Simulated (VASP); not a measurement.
Energy against volume of CsPbCl$_{3}$ (cubic perovskite). All values below come from r2SCAN meta-GGA, VASP's PBE PAW potentials (set 64) (plane waves; VASP). Settings: 520 eV cut-off, 4×4×4 Γ-centred mesh, Gaussian smearing of 0.050 eV, potentials Cs_sv Pb_d Cl.

```
V (Å³/atom)  E (eV/atom)
-----------  -----------
35.458         -21.63133
36.555         -21.63454
37.651         -21.63253
38.748         -21.62614
```

Q: Fit these four points and predict the energy of the run at 34.361 Å³/atom.

A: A cubic in V^(−2/3), the third-order Birch-Murnaghan form, passes through the four points with V0 = 36.65 Å³/atom and B0 = 25 GPa, and gives -21.6219 eV/atom there. The run gave -21.6220 eV/atom, -0.1 meV/atom from the fit; all five points give B0 = 25 GPa.

The compound is CsPbCl3 in the cubic perovskite structure, the ideal cubic form; the compound distorts at low or room temperature. It was relaxed first.
